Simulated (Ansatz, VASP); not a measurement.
# Zr3Ag: VASP beside Ansatz

```
CELL_PARAMETERS angstrom
4.52034 0.00000 0.00000
0.00000 4.52034 0.00000
0.00000 0.00000 3.98600
ATOMIC_POSITIONS crystal
Zr 0.50000 0.50000 0.00000
Zr 0.00000 0.50000 0.50000
Zr 0.50000 0.00000 0.50000
Ag 0.00000 0.00000 0.00000
```

Change from the starting cell: equal xx and yy strain of -1 %.

Alike in both runs: task single point; functional LDA; k mesh 7 × 7 × 8; occupations fermi-dirac, width 0.05 eV; no spin polarisation.

```csv
,VASP,Ansatz
version,VASP 6.6.1,Ansatz 0.2.0
potentials or method,"VASP PAW LDA potentials, release 64 (Zr_sv, Ag), cutoff 520 eV","all-electron LAPW, scalar-relativistic"
```

Ansatz gave:

| Quantity | Value |
| --- | --- |
| pressure (GPa) | -3.0 |
| largest component of the traceless stress (GPa) | 1.81 |

Problem. What did VASP give for the same quantities?

Solution. Pressure (GPa): -2.8; largest component of the traceless stress (GPa): 1.79.

Ansatz ran all-electron here, so the differences hold the error of VASP's frozen core and of both bases.
